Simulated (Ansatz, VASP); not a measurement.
# TaNi3 in two plane-wave programs, part 2 of 2

Aim: how closely do two programs agree when they are given the same cell, functional and k mesh?

VASP 6.6.1 and Ansatz 0.2.0.

So far: The starting structure; VASP: single point, PBEsol, DFT+U.

## (3) Ansatz: single point, PBEsol, DFT+U

Level of this step: Ansatz beside VASP: Kohn-Sham DFT, plane waves, PBEsol, DFT+U (Ansatz).

Ansatz runs on its default PAW (the set named soft_2) files.

The same cell, functional, mesh and smearing now go to Ansatz, which takes its cutoff from its data sets.

The input, input.yaml:

```yaml
crystal:
  lattice:
    - [4.25, 0.0, 0.0]
    - [0.0, 5.114, 0.0]
    - [0.0, 0.0, 4.542]
  atoms:
    - { symbol: Ta, position: [0.5, 0.5, 0.655] }
    - { symbol: Ta, position: [0.0, 0.0, 0.345] }
    - { symbol: Ni, position: [0.5, 0.25, 0.155], spin: 1.0 }
    - { symbol: Ni, position: [0.5, 0.75, 0.155], spin: 1.0 }
    - { symbol: Ni, position: [0.0, 0.75, 0.845], spin: -1.0 }
    - { symbol: Ni, position: [0.0, 0.25, 0.845], spin: -1.0 }
    - { symbol: Ni, position: [0.0, 0.5, 0.345], spin: -1.0 }
    - { symbol: Ni, position: [0.5, 0.0, 0.655], spin: 1.0 }
hamiltonian:
  xc: pbesol
  pseudopotentials: { kind: paw }
  hubbard: { sites: [{ species: Ni, l: d, u_eff: 4.0 }] }
magnetization:
  spin_polarized: true
kpoints:
  mp_grid: { grid: [4, 4, 4] }
scf:
  occupations: { method: methfessel_paxton, width: 0.1 }
  n_extra_bands: 11
output:
  forces: true
  stress: true
  eigenvalues: true
```

On the command line:

```bash
$ ansatz run input.yaml --threads 4 --pin off --max-ram 9216MiB --backend cpu --events-out ev --progress --plain --runs-dir out
```

Numbers of over 12 decimals in the logs are rounded to 6 here.

What it wrote:

```text
Ta: projections on atomic orbitals take those of the free atom [Kr 4d10 4f14] 5s2 5p6 5d3 6s2, of charge +0.00 (hamiltonian.pseudopotentials.projection_atoms); the dataset's partial waves leave at most 6.0e-5 of an orbital's norm unspanned inside its sphere
Ni: projections on atomic orbitals take those of the free atom [Ne] 3s2 3p6 3d8 4s2, of charge +0.00 (hamiltonian.pseudopotentials.projection_atoms); the dataset's partial waves leave at most 1.6e-6 of an orbital's norm unspanned inside its sphere
scf.n_extra_bands = 11 over 67 filled bands (N_el = 134.0): the run solves 78 bands
Engine: ansatz 0.2.0, aarch64-unknown-linux-gnu
Pseudopotentials: kind: paw
Pseudopotential: Ta, paw, valence charge 13, recommended cutoff 420 eV (normal), Ta.paw.azcp
Pseudopotential: Ni, paw, valence charge 18, recommended cutoff 420 eV (normal), Ni.paw.azcp
Functional definition: PBEsol
  exchange = pbesol_x
  correlation = pbesol_c
Crystal: 8 atoms, lattice volume = 98.718 Å³
Basis set: ecut = 420 eV, 1945 PW (Γ), exchange–correlation on 60×72×64 points (8 copies of the dense FFT grid, shifted against one another)
Bands: 78, of which v1, the nominal top of the filled ones, is band 67 counted from 1 (66 counted from 0)
Symmetry: 4 space group operations
Space group: Pmm2 (ITA 25), of the structure as read, at distance tolerance 4.6e-5 Å
Magnetic group: BNS 59.408 (UNI 506), of the structure as read, at distance tolerance 4.6e-5 Å
k-points: 27 of 64 (time reversal used)
Non-local potential: Ta, projectors of the file, l = 0: 3, l = 1: 2, l = 2: 2, l = 3: 1
Non-local potential: Ni, projectors of the file, l = 0: 3, l = 1: 2, l = 2: 3, l = 3: 1
PAW form: soft (Blöchl's): semilocal exchange-correlation on the pseudo side does not see the compensation charge
PAW frozen core: Ta, regenerated for the run's functional, and the local potential with it (the file was generated under x = pbe(κ = 0.804, μ = 0.219515), c = pbe(β = 0.066725))
PAW frozen core: Ni, regenerated for the run's functional, and the local potential with it (the file was generated under x = pbe(κ = 0.804, μ = 0.219515), c = pbe(β = 0.066725))
PAW one-centre angular grid: Ta, 590 points (default); XC on 64 Gauss nodes
PAW one-centre angular grid: Ni, 590 points (default); XC on 64 Gauss nodes
Initial density: superposition of atomic densities (chi_scale 0.1, normalization cell)
Starting moments: Σ|m| = 6 μB on 6 of 8 sites
Starting magnetic order: antiferromagnet; an inversion exchanges its spin sublattices: spin-degenerate at every k-point
Initial wavefunctions: pseudopotential atomic-orbital guess
Functional: x = pbesol(κ = 0.804, μ = 0.123457), c = pbesol(β = 0.046)
SCF iter   1: F=—  HF=-54436.385201 eV  |F-HF|=—  |Δ(HF+E_count)|=         —  Δρ=1.18e-1 (↑1.18e-1 ↓1.18e-1)  dr2=3.38e1  dr2_m=5.44e0  M=-0.000 μB ∫|m|=2.021 μB  β_m=0.30  ethr=3.10e-3  ⟨swp⟩=4.7  Hψ=11999  notcnv=0  defer=20
preconditioner: auto → Kerker (q_TF=auto, 2.871 Å⁻¹)  [metal: Δε(μ)=0.082 eV  Ē_g=10.500 eV  σ=0.100 eV  W_gap=0.39  n_scr=38 (ndim 8)  ℏωp=33.8 eV  f_vac=0.000  D(μ)=2.01/eV (n_scr^D=10)]
spin=Collinear: Kerker preconditioning applied to the charge; magnetization (m = ρ↑ − ρ↓) channel mixes plain (no charge-response kernel on spin).
SCF iter   2: F=—  HF=-54434.299016 eV  |F-HF|=—  |Δ(HF+E_count)|=    2.09e0  Δρ=5.31e-2 (↑5.31e-2 ↓5.31e-2)  dr2=3.88e0  dr2_m=1.97e0  M=0.000 μB ∫|m|=2.428 μB  β_m=0.30  ethr=3.10e-3  ⟨swp⟩=3.3  Hψ=8282  notcnv=0  defer=172
SCF iter   3: F=—  HF=-54433.904274 eV  |F-HF|=—  |Δ(HF+E_count)|=   3.95e-1  Δρ=4.56e-2 (↑4.56e-2 ↓4.56e-2)  dr2=3.34e0  dr2_m=1.48e0  M=-0.000 μB ∫|m|=2.038 μB  β_m=0.30  ethr=2.90e-3  ⟨swp⟩=2.4  Hψ=5491  notcnv=0  defer=156
SCF iter   4: F=—  HF=-54433.622840 eV  |F-HF|=—  |Δ(HF+E_count)|=   2.81e-1  Δρ=3.42e-2 (↑3.42e-2 ↓3.42e-2)  dr2=2.21e0  dr2_m=4.95e-1  M=0.000 μB ∫|m|=2.316 μB  β_m=0.30  ethr=2.49e-3  ⟨swp⟩=3.7  Hψ=7660  notcnv=0  defer=156
SCF iter   5: F=—  HF=-54433.562881 eV  |F-HF|=—  |Δ(HF+E_count)|=   6.00e-2  Δρ=2.49e-2 (↑2.49e-2 ↓2.49e-2)  dr2=1.88e-1  dr2_m=5.02e-1  M=0.000 μB ∫|m|=1.958 μB  β_m=0.30  ethr=1.65e-3  ⟨swp⟩=2.4  Hψ=5258  notcnv=0  defer=142
SCF iter   6: F=—  HF=-54433.653430 eV  |F-HF|=—  |Δ(HF+E_count)|=   9.05e-2  Δρ=2.20e-2 (↑2.20e-2 ↓2.20e-2)  dr2=2.06e-2  dr2_m=4.34e-1  M=-0.000 μB ∫|m|=1.688 μB  β_m=0.30  ethr=1.40e-4  ⟨swp⟩=2.1  Hψ=5948  notcnv=0  defer=142
SCF iter   7: F=—  HF=-54433.729255 eV  |F-HF|=—  |Δ(HF+E_count)|=   7.58e-2  Δρ=1.85e-2 (↑1.85e-2 ↓1.85e-2)  dr2=1.45e-1  dr2_m=2.78e-1  M=0.000 μB ∫|m|=1.581 μB  β_m=0.30  ethr=1.54e-5  ⟨swp⟩=2.0  Hψ=6761  notcnv=0  defer=142
SCF iter   8: F=—  HF=-54433.748662 eV  |F-HF|=—  |Δ(HF+E_count)|=   1.94e-2  Δρ=1.63e-2 (↑1.63e-2 ↓1.63e-2)  dr2=1.73e-3  dr2_m=2.41e-1  M=-0.000 μB ∫|m|=1.377 μB  β_m=0.30  ethr=1.54e-5  ⟨swp⟩=2.0  Hψ=6726  notcnv=0  defer=142
Mixer restart at iter 8: flushing history
spin-set hold released at iteration 8 (site moments contracting): the magnetisation degrees of freedom join the quasi-Newton model from the next iteration; the mixer history was flushed
[...]
SCF iter  20: F=—  HF=-54433.859183 eV  |F-HF|=—  |Δ(HF+E_count)|=   1.26e-5  S|Δr|=    0.00e0  Δρ=9.63e-5 (↑5.09e-5 ↓9.63e-5)  dr2=5.07e-6  dr2_m=3.80e-6  M=0.000 μB ∫|m|=0.009 μB  β_m=0.54  ethr=1.60e-9  ⟨swp⟩=2.0  Hψ=7715  notcnv=0  defer=142
SCF iter  21: F=—  HF=-54433.859189 eV  |F-HF|=—  |Δ(HF+E_count)|=   6.55e-6  S|Δr|=    0.00e0  Δρ=1.42e-4 (↑1.42e-4 ↓8.42e-5)  dr2=3.46e-5  dr2_m=1.66e-6  M=0.000 μB ∫|m|=0.005 μB  β_m=0.32  ethr=1.60e-9  ⟨swp⟩=2.1  Hψ=7710  notcnv=0  defer=142  recentre
SCF iter  22: F=—  HF=-54433.859187 eV  |F-HF|=—  |Δ(HF+E_count)|=   2.20e-6  S|Δr|=    0.00e0  Δρ=4.18e-5 (↑3.32e-5 ↓4.18e-5)  dr2=1.58e-6  dr2_m=7.70e-7  M=0.000 μB ∫|m|=0.003 μB  β_m=0.71  ethr=1.60e-9  ⟨swp⟩=2.0  Hψ=7421  notcnv=0  defer=142
SCF iter  23: F=—  HF=-54433.859188 eV  |F-HF|=—  |Δ(HF+E_count)|=   5.93e-7  S|Δr|=    0.00e0  Δρ=6.54e-6 (↑6.15e-6 ↓6.54e-6)  dr2=6.64e-8  dr2_m=1.12e-8  M=0.000 μB ∫|m|=0.000 μB  β_m=0.79  ethr=7.46e-11  ⟨swp⟩=10.2  Hψ=19864  notcnv=0
SCF iter  24: F=—  HF=-54433.859188 eV  |F-HF|=—  |Δ(HF+E_count)|=   1.15e-7  S|Δr|=    0.00e0  Δρ=1.32e-5 (↑1.32e-5 ↓1.25e-5)  dr2=4.72e-7  dr2_m=1.97e-9  M=0.000 μB ∫|m|=0.000 μB  β_m=0.63  ethr=4.96e-11  ⟨swp⟩=4.5  Hψ=14367  notcnv=0  recentre
SCF iter  25: F=—  HF=-54433.859188 eV  |F-HF|=—  |Δ(HF+E_count)|=   2.15e-8  S|Δr|=    0.00e0  Δρ=8.51e-6 (↑8.47e-6 ↓8.51e-6)  dr2=1.89e-7  dr2_m=1.24e-9  M=0.000 μB ∫|m|=0.000 μB  β_m=0.63  ethr=4.96e-11  ⟨swp⟩=2.0  Hψ=7463  notcnv=0
SCF iter  26: F=—  HF=-54433.859188 eV  |F-HF|=—  |Δ(HF+E_count)|=   2.46e-9  S|Δr|=    0.00e0  Δρ=2.94e-6 (↑2.66e-6 ↓2.94e-6)  dr2=2.22e-8  dr2_m=4.79e-10  M=0.000 μB ∫|m|=0.000 μB  β_m=0.60  ethr=4.96e-11  ⟨swp⟩=4.0  Hψ=12940  notcnv=0
SCF iter  27: F=-54433.859188 eV  HF=-54433.859188 eV  |F-HF|=1.67e-8  |Δ(HF+E_count)|=  4.37e-10  S|Δr|=    0.00e0  Δρ=2.53e-6 (↑2.53e-6 ↓2.33e-6)  dr2=1.70e-8  dr2_m=1.31e-10  M=0.000 μB ∫|m|=0.000 μB  ethr=1.65e-11  ⟨swp⟩=3.1  Hψ=11700  notcnv=0
SCF 1 converged in 27 iterations: F = -54433.859188 eV  dr2 = 1.70e-8
  greatest PAW one-centre occupation: 1.001 electrons in one spin orbital (limit 2), on the Ni atom at site 7 (counted from 0), in its partial waves of l = 1
WARN: the starting moments were not kept: the SCF closed with an absolute magnetisation of 3.2e-5 μB, where they sum to 6 μB in size (6 sites). That is at most 0.1 of that sum. Measured as dr2_m measures the in/out step, that magnetisation stands 2.2e-10 eV from none, at or under the dr2_threshold of 1.0e-7 eV: it is no larger than a step whose dr2_m would equal this threshold. The system may hold no moment; this SCF [...]
this state was not tested for a lower state beside it, because cold or Methfessel-Paxton smearing, or corrected tetrahedra, fill the levels in a way that the test cannot read (fill_not_monotonic; see scf.lower_state_search)
SCF converged after 27 iterations
Magnetization: 0.0000 μB (67.0000 up, 67.0000 down)
Absolute magnetization: 0.0000 μB (∫|ρ↑−ρ↓|, with the PAW one-centre terms)
Spin contamination: 0.0000 ħ² per cell (⟨S²⟩ above its minimum at these occupations)
Per-site moments (μB) at R_I (Å): [(1.646182862921125e-7, 1.051523), (-5.125313704300718e-7, 1.051523), (-1.2010977399593048e-6, 1.051523), (-1.201097740177279e-6, 1.051523), (1.6809098441115678e-6, 1.051523), (1.6809098440427718e-6, 1.051523), (2.0360797175230978e-6, 1.051523), (-9.075536320736907e-7, 1.051523)]
Free energy (F): -54433.859188 eV
Harris-Foulkes:  -54433.859188 eV  (|F-HF|=1.67e-8)
Internal energy: -54433.858979 eV  (E = F + TS)
E sigma→0 (E₀):  -54433.859136 eV
Entropy (-TS):   -0.000209 eV (-0.026 meV/atom)
Fermi energy:    18.556842 eV
Step filling:    the computed levels leave a gap of 0.0000 eV = 0.0 smearing widths at the electron count; against every level under it full and every level over it empty, smearing changes F+E_penalty+E_count by +0.155 meV and its σ→0 estimate by +0.207 meV
--- Per-component energies (eV) ---
  E_band       = -1853.133083
  E_kinetic    = 2445.888776
  E_local      = -23047.315750  (includes V_loc(G=0)·N_el)
  E_nonlocal   = 3881.978942
  E_hartree    = 9718.001647
  E_xc         = -941.460109
  E_vxc        = -1064.466303  (∫ρ·V_xc dr)
  E_hubbard    = 11.297991  (on-site DFT+U / exact-exchange correction)
  E_vhub       = -84.724353  (the Hubbard potential's part of the band-sum identity)
  E_paw        = -26141.219443  (= ΣΔE_a)
  E_vpaw       = -3420.495168  (= ΣTr[D̂ρ^β])
  E_aug_tail   = 0.003276  (compensation charges beyond the density's cutoff)
  E_ewald      = -20362.645335
  E_core_change = 1.611026  (= ΣΔE_core)
  E_smearing   = -0.000209  (= −TS)
  E_closure    = -0.000000  (closes the sum)
  Σ components = -54433.859188   (vs F -54433.859188, Δ=0.00e0)
--- Forces (eV/Å), atoms counted from 1 ---
  atom   1  Ta     0.00000000     0.00000000    -0.20710307
  atom   2  Ta    -0.00000000    -0.00000000     0.20710589
  atom   3  Ni     0.00000000     0.07391831     0.03514566
  atom   4  Ni    -0.00000000    -0.07391831     0.03514566
  atom   5  Ni     0.00000000     0.07391148    -0.03514602
  atom   6  Ni    -0.00000000    -0.07391148    -0.03514602
  atom   7  Ni     0.00000000     0.00000000    -0.69649483
  atom   8  Ni    -0.00000000    -0.00000000     0.69647196
  max |Σ_I F_I| component: 2.08e-5 eV/Å
--- Stress (GPa, compression-positive) ---
       -7.144022       0.000000       0.000000
        0.000000      -9.099406       0.000000
        0.000000       0.000000      -7.024116
  P = ⅓ Tr σ = -7.7558 GPa (-77.558 kbar)
--- Band table (eV; the first three rows and the last of 54) ---
  k-point 0 ↑: bands = [... 63 lower, 17.5665, 17.8856, 18.4524, 18.9122, 19.6455, 19.7467, 20.1224, 20.1576, ... 7 higher]
  k-point 1 ↑: bands = [... 63 lower, 17.6460, 17.8008, 17.8650, 18.1943, 19.3560, 19.7113, 19.8860, 20.4600, ... 7 higher]
  k-point 2 ↑: bands = [... 63 lower, 17.5087, 17.5729, 17.7302, 17.9120, 19.2292, 19.4677, 20.1781, 20.2817, ... 7 higher]
  k-point 26 ↓: bands = [... 63 lower, 17.2705, 17.6174, 17.6174, 18.1703, 18.1703, 18.6341, 18.6341, 20.5702, ... 7 higher]
Occupation matrices written to <dir>
```

Wall time 66 s (4 threads of Arm Neoverse N1, shared host); peak memory 0.73 GiB.

In the SCF lines HF is the Harris–Foulkes energy and dr2 the Hartree energy of the density residual, in eV; the loop may stop once dr2 is under the threshold and the program's other checks hold. Hψ counts applications of the Hamiltonian.

The run ends at a pressure of -7.76 GPa, with forces up to 0.70 eV/Å.

## (4) Differences

Known differences besides the PAW data sets themselves: U acts on the PAW sphere in VASP and on atomic orbitals in Ansatz, so only states and trends compare; the data sets hold 134 valence electrons in Ansatz (default PAW (the set named soft_2) files) and 70 in VASP; the cutoff is 420 eV in Ansatz and 350 eV in VASP (PREC = Normal); Ansatz makes its cores anew for this functional, VASP keeps those of its PBE data sets. Total energies have different zeros and are not compared.

Both answers:

| quantity | Ansatz | VASP | difference |
| --- | --- | --- | --- |
| pressure (GPa) | -7.76 | -17.51 | +9.75 |

Forces (eV/Å; atoms numbered as in POSCAR):

| atom | Ansatz x, y, z | VASP x, y, z |
| --- | --- | --- |
| Ta1 | 0.000, 0.000, -0.207 | 0.000, 0.000, -0.229 |
| Ta2 | 0.000, 0.000, 0.207 | 0.000, 0.000, 0.229 |
| Ni3 | 0.000, 0.074, 0.035 | 0.000, 0.063, 0.078 |
| Ni4 | 0.000, -0.074, 0.035 | 0.000, -0.063, 0.078 |
| Ni5 | 0.000, 0.074, -0.035 | 0.000, 0.063, -0.078 |
| Ni6 | 0.000, -0.074, -0.035 | 0.000, -0.063, -0.078 |
| Ni7 | 0.000, 0.000, -0.696 | 0.000, 0.000, -0.509 |
| Ni8 | 0.000, 0.000, 0.696 | 0.000, 0.000, 0.509 |

The forces differ by 57 meV/Å r.m.s., which is 34.5 % of the r.m.s. force of 0.17 eV/Å (both taken over all components). Ansatz's pressure holds a Pulay correction of 0.06 GPa; VASP's holds none.

## (5) Results

```yaml
r_m_s_force_difference_single_point_pbesol_dft_u: 57 meV/Å
```

What this shows: The r.m.s. force difference is 57 meV/Å (single point, PBEsol, DFT+U), beyond the 12 meV/Å picked in this series as the mark of a large difference. How closely two codes agree says nothing of how well the functional describes the real material.

[Lines on the potential files, build, host, timing and source positions are cut from VASP's logs without a mark.]

[Logs are printed without paths, hosts, clocks, repeated set-up lines and the standing remarks that a program may print on its own settings, such as how far it seeks lower states.]

[Hosts, paths, dates, database ids (printed as entryN), source tags and the programs' standing remarks are cut or masked in the printed files.]
